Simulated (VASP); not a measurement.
Method: SCAN meta-GGA, VASP's PBE PAW potentials (set 64) (plane waves; VASP 6.6.1).

Input for VASP

POSCAR:
```
SrCl2
1
   -0.0000000000     3.4887912159     3.4887912159
    3.4887912159     0.0000000000     3.4887912159
    3.4887912159     3.4887912159     0.0000000000
Sr Cl
1 2
Direct
  1.0000000000   1.0000000000   0.0000000000
  0.2500000000   0.2500000000   0.2500000000
  0.7500000000   0.7500000000   0.7500000000
```

File KPOINTS:
```
kpoints
0
G
5 5 5
```

INCAR:
```
SYSTEM = SrCl2
PREC = Accurate
ENCUT = 520
EDIFF = 1E-6
NELM = 100
ALGO = Normal
LREAL = .FALSE.
LASPH = .TRUE.
ISMEAR = 0
SIGMA = 0.05
METAGGA = SCAN
LMIXTAU = .TRUE.
LMAXMIX = 4
LWAVE = .FALSE.
LCHARG = .FALSE.
IBRION = 2
ISIF = 3
NSW = 60
EDIFFG = -0.02
```

POTCAR, in this order: Sr_sv Cl (PBE.64 set). Program: vasp_std.

The resulting files:

File OUTCAR:
```
 ion  position               nearest neighbor table
   1  0.000  0.000  0.000-   3 3.02   3 3.02   3 3.02   2 3.02   3 3.02   2 3.02   2 3.02   2 3.02
  LATTYP: Found a face centered cubic cell.
 ALAT       =     6.9775824318
 Subroutine PRICEL returns:
 Original cell was already a primitive cell.
 Subroutine GETGRP returns: Found 48 space group operations
The static configuration has the point symmetry O_h .
The dynamic configuration has the point symmetry O_h .
 Subroutine INISYM returns: Found 48 space group operations
 Subroutine IBZKPT returns following result:
 Found     10 irreducible k-points:

 Following reciprocal coordinates:
            Coordinates               Weight
  0.000000  0.000000  0.000000      1.000000
  0.200000  0.000000  0.000000      8.000000
  0.400000  0.000000  0.000000      8.000000
  0.200000  0.200000  0.000000      6.000000
  0.400000  0.200000  0.000000     24.000000
 -0.400000  0.200000  0.000000     24.000000
 -0.200000  0.200000  0.000000     12.000000
  0.400000  0.400000  0.000000      6.000000
 -0.400000  0.400000  0.000000     12.000000
 -0.400000  0.400000  0.200000     24.000000
   k-points           NKPTS =     10   k-points in BZ     NKDIM =     10   number of bands    NBANDS=     16
   number of dos      NEDOS =    301   number of ions     NIONS =      3
   total plane-waves  NPLWV =  64000
   dimension x,y,z NGX =    40 NGY =   40 NGZ =   40
   dimension x,y,z NGXF=    80 NGYF=   80 NGZF=   80
   ions per type =               1   2
   PREC   = accura    normal or accurate (medium, high low for compatibility)
   ISTART =      0    job   : 0-new  1-cont  2-samecut
   ICHARG =      2    charge: 1-file 2-atom 10-const
   ISPIN  =      1    spin polarized calculation?
   LNONCOLLINEAR =      F non collinear calculations
   LSORBIT =      F    spin-orbit coupling
   INIWAV =      1    electr: 0-lowe 1-rand  2-diag
   ENCUT  =  520.0 eV  38.22 Ry    6.18 a.u.   9.17  9.17  9.17*2*pi/ulx,y,z
   NELM   =    100;   NELMIN=  2; NELMDL= -5     # of ELM steps
   EDIFF  = 0.1E-05   stopping-criterion for ELM
   LREAL  =      F    real-space projection
   NLSPLINE    = F    spline interpolate recip. space projectors
   LMAXMIX     =    4 max onsite mixed and CHGCAR
   VOSKOWN=      0    Vosko Wilk Nusair interpolation
   EDIFFG = -.2E-01   stopping-criterion for IOM
   NSW    =     60    number of steps for IOM
   NBLOCK =      1;   KBLOCK =     60    inner block; outer block
   IBRION =      2    ionic relax: 0-MD 1-quasi-New 2-CG
   NFREE  =      1    steps in history (QN), initial steepest desc. (CG)
   ISIF   =      3    stress and relaxation
   ISYM   =      2    0-nonsym 1-usesym 2-fastsym
   TEIN   =    0.0    initial temperature
   TEBEG  =    0.0;   TEEND  =   0.0 temperature during run
   SMASS  =  -3.00    Nose mass-parameter (am)
   PSTRESS=    0.0 pullay stress
   NELECT =      24.0000    total number of electrons
   EFERMI =   0.00;   METHOD = LEGACY
   ISMEAR =     0;   SIGMA  =   0.05  broadening in eV -4-tet -1-fermi 0-gaus
   IALGO  =     38    algorithm
   LDIAG  =      T    sub-space diagonalisation (order eigenvalues)
   IMIX   =      4    mixing-type and parameters
     AMIX     =   0.40;   BMIX     =  1.00
     AMIX_MAG =   1.60;   BMIX_MAG =  1.00
     AMIN     =   0.10
   METAGGA = SCAN    functional components
   VOSKOWN =     0    Vosko Wilk Nusair interpolation
   LHFCALC =     F    Hartree Fock is set to
   LHFONE  =     F    Hartree Fock one center treatment
   AEXX    =    0.0000 exact exchange contribution
   IVDW    =     0    specifies the selected vdW correction
   LEPSILON=     F    determine dielectric tensor
   LRPA    =     F    only Hartree local field effects (RPA)
  energy-cutoff  :      520.00
  volume of cell :       84.93
...
```

File OSZICAR:
```
       N       E                     dE             d eps       ncg     rms          rms(c)
DAV:   1     0.117204663003E+03    0.11720E+03   -0.12024E+04   320   0.137E+03
DAV:   2    -0.435881650075E+02   -0.16079E+03   -0.15737E+03   424   0.249E+02
DAV:   3    -0.533633600293E+02   -0.97752E+01   -0.97617E+01   472   0.678E+01
DAV:   4    -0.536697112238E+02   -0.30635E+00   -0.30615E+00   512   0.922E+00
DAV:   5    -0.536748166972E+02   -0.51055E-02   -0.51050E-02   472   0.113E+00    0.116E+01
DAV:   6    -0.468184796936E+02    0.68563E+01   -0.34624E+00   432   0.126E+01    0.922E+00
DAV:   7    -0.461404921706E+02    0.67799E+00   -0.10768E+00   376   0.107E+01    0.184E+00
DAV:   8    -0.463290824132E+02   -0.18859E+00   -0.88575E-01   480   0.858E+00    0.178E+00
DAV:   9    -0.463754159166E+02   -0.46334E-01   -0.44642E-01   448   0.668E+00    0.970E-01
DAV:  10    -0.465089832548E+02   -0.13357E+00   -0.19903E-02   432   0.144E+00    0.681E-01
DAV:  11    -0.465220653053E+02   -0.13082E-01   -0.11330E-01   360   0.372E+00    0.665E-01
DAV:  12    -0.465428328507E+02   -0.20768E-01   -0.15520E-02   376   0.160E+00    0.414E-01
DAV:  13    -0.465538763582E+02   -0.11044E-01   -0.11369E-02   320   0.129E+00    0.187E-01
DAV:  14    -0.465628811430E+02   -0.90048E-02   -0.36792E-03   320   0.729E-01    0.924E-02
DAV:  15    -0.465716077339E+02   -0.87266E-02   -0.36129E-03   368   0.676E-01    0.774E-02
DAV:  16    -0.465714851477E+02    0.12259E-03   -0.21287E-04   448   0.159E-01    0.982E-02
DAV:  17    -0.465716833753E+02   -0.19823E-03   -0.14370E-04   360   0.120E-01    0.154E-02
DAV:  18    -0.465719962085E+02   -0.31283E-03   -0.41009E-04   336   0.297E-01    0.833E-03
DAV:  19    -0.465719847336E+02    0.11475E-04   -0.22399E-05   376   0.560E-02    0.112E-02
DAV:  20    -0.465719923480E+02   -0.76145E-05   -0.33795E-06   496   0.172E-02    0.953E-03
DAV:  21    -0.465719975016E+02   -0.51536E-05   -0.32391E-06   344   0.209E-02    0.245E-03
DAV:  22    -0.465719966171E+02    0.88453E-06   -0.30830E-07   288   0.714E-03
   1 F= -.46571997E+02 E0= -.46571997E+02  d E =-.465720E+02
```

File OUTCAR:
```
------------------------ aborting loop because EDIFF is reached ----------------------------------------
  FORCE on cell =-STRESS in cart. coord.  units (eV):
  Direction    XX          YY          ZZ          XY          YZ          ZX
  --------------------------------------------------------------------------------------
  Total       -0.0052144     -0.0052144     -0.0052144      0.0000000     -0.0000000      0.0000000
  in kB       -0.0983699     -0.0983699     -0.0983699      0.0000000     -0.0000000      0.0000000
  external PRESSURE =      -0.0983699 kB  Pullay stress =       0.0000000 kB
  volume of cell :       84.93
      direct lattice vectors                 reciprocal lattice vectors
     0.000000000  3.488791216  3.488791216    -0.143316114  0.143316114  0.143316114
     3.488791216  0.000000000  3.488791216     0.143316114 -0.143316114  0.143316114
     3.488791216  3.488791216  0.000000000     0.143316114  0.143316114 -0.143316114
 POSITION                                       TOTAL-FORCE (eV/Angst)
 -----------------------------------------------------------------------------------
      0.00000      0.00000      0.00000        -0.000000      0.000000     -0.000000
      1.74440      1.74440      1.74440        -0.000000     -0.000000     -0.000000
      5.23319      5.23319      5.23319         0.000000      0.000000      0.000000
 -----------------------------------------------------------------------------------
    total drift:                               -0.000000     -0.000000      0.000000
  FREE ENERGIE OF THE ION-ELECTRON SYSTEM (eV)
  ---------------------------------------------------
  free  energy   TOTEN  =       -46.5719966171 eV

  energy  without entropy=      -46.5719966171  energy(sigma->0) =      -46.57199662

 reached required accuracy - stopping structural energy minimisation
```
(Selected blocks of OUTCAR.)

**OUTCAR**
```
 val. band max:       -0.3241077264   @ k =  -0.4000   0.4000   0.0000

 cond. band min:       5.6611637114   @ k =   0.0000   0.0000   0.0000


 Fermi energy:         0.0219285607

 k-point     1 :       0.0000    0.0000    0.0000
  band No.  band energies     occupation
      1     -34.2710      2.00000
      2     -15.5726      2.00000
      3     -15.5726      2.00000
      4     -15.5726      2.00000
      5     -14.1687      2.00000
      6     -13.2984      2.00000
      7      -2.3977      2.00000
      8      -2.3977      2.00000
      9      -2.3977      2.00000
     10      -0.6020      2.00000
     11      -0.6020      2.00000
     12      -0.6020      2.00000
     13       5.6612      0.00000
     14       6.4458      0.00000
     15       6.4458      0.00000
     16       9.3332      0.00000

 k-point     2 :       0.2000    0.0000    0.0000
  band No.  band energies     occupation
      1     -34.2698      2.00000
      2     -15.7064      2.00000
      3     -15.5774      2.00000
      4     -15.5773      2.00000
      5     -13.9506      2.00000
      6     -13.3745      2.00000
      7      -2.2533      2.00000
      8      -2.2533      2.00000
      9      -2.1447      2.00000
     10      -1.0064      2.00000
     11      -0.8083      2.00000
     12      -0.8083      2.00000
     13       6.4295      0.00000
     14       6.7170      0.00000
     15       6.7170      0.00000
     16       8.2876      0.00000

 k-point     3 :       0.4000    0.0000    0.0000
  band No.  band energies     occupation
      1     -34.2680      2.00000
      2     -15.8646      2.00000
      3     -15.5850      2.00000
      4     -15.5849      2.00000
      5     -13.7632      2.00000
      6     -13.3780      2.00000
      7      -1.9223      2.00000
      8      -1.9223      2.00000
      9      -1.7686      2.00000
     10      -1.5459      2.00000
     11      -1.2149      2.00000
     12      -1.2149      2.00000
     13       7.0178      0.00000
...
```

The compound is SrCl2 in the fluorite structure. It was relaxed first. The start is the result of an earlier pass.
